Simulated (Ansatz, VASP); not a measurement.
**MgIn2N2 in VASP and in Ansatz**

Contents of INCAR:

```
  ALGO = Fast
  EDIFF = 1E-6
  ENCUT = 520
  GGA = RP
  ISIF = 2
  ISMEAR = 0
  LASPH = T
  LCHARG = F
  LREAL = F
  LWAVE = F
  NBANDS = 27
  NELM = 100
  PREC = Accurate
  SIGMA = 0.1
```

File KPOINTS:

```
k-points
0
Gamma
  6 6 6
```

POSCAR

```
MgIn2N2
1.0
    1.6701479908      0.9642603921      7.7724938132
   -1.6701479908      0.9642603921      7.7724938132
    0.0000000000     -1.9285207842      7.7724938132
Mg In N
1 2 2
Direct
    0.0000000000      0.0000000000      0.0000000000
    0.4390066700      0.4390066700      0.4390066700
    0.5609933300      0.5609933300      0.5609933300
    0.2772766700      0.2772766700      0.2772766700
    0.7227233300      0.7227233300      0.7227233300
```

Input for Ansatz:

```yaml
crystal:
  lattice:
    - [1.6701479908, 0.9642603921, 7.7724938132]
    - [-1.6701479908, 0.9642603921, 7.7724938132]
    - [0.0, -1.9285207842, 7.7724938132]
  atoms:
    - { symbol: Mg, position: [0.0, 0.0, 0.0] }
    - { symbol: In, position: [0.43900667, 0.43900667, 0.43900667] }
    - { symbol: In, position: [0.56099333, 0.56099333, 0.56099333] }
    - { symbol: "N", position: [0.27727667, 0.27727667, 0.27727667] }
    - { symbol: "N", position: [0.72272333, 0.72272333, 0.72272333] }
basis:
  ecutwfc: 420
kpoints:
  mp_grid: { grid: [6, 6, 6] }
hamiltonian:
  xc: rpbe
scf:
  occupations: { method: gaussian, width: 0.1 }
output:
  forces: true
  stress: true
  eigenvalues: true
```

Alike in both runs: task single point; functional RPBE; k mesh 6 × 6 × 6; occupations gaussian, width 0.1 eV; no spin polarisation.

|  | VASP | Ansatz |
| --- | --- | --- |
| version | VASP 6.6.1 | Ansatz 0.2.0 |
| potentials or method | VASP PAW PBE potentials, release 64 (Mg, In_d, N) | scalar-relativistic, plane waves, PAW |
| plane-wave cutoff (eV) | 520 | 420 |
| valence electrons in the cell | 38 | 46 |

|  | VASP | Ansatz | Ansatz less VASP |
| --- | --- | --- | --- |
| gap on the k mesh at the Fermi level (eV) | 0.18 | 0.19 | +0.009 |
| least direct gap on the mesh (eV) | 0.18 | 0.19 | +0.010 |
| pressure (GPa) | 2.6 | 2.7 | +0.04 |
| rms of the force components (eV/Å) | 0.047 | 0.040 | -0.0078 |

Atom by atom the forces differ by 0.015 eV/Å (rms over components). The two sets of potentials don't hold the same shells in valence.

Caveats: the PAW data sets were made with another functional, which shifts forces and pressure a little (VASP); spin-orbit coupling is left out, which moves the levels of the heavy elements. As with any semilocal functional, this RPBE gap is likely too small. A k mesh can miss the band edges.
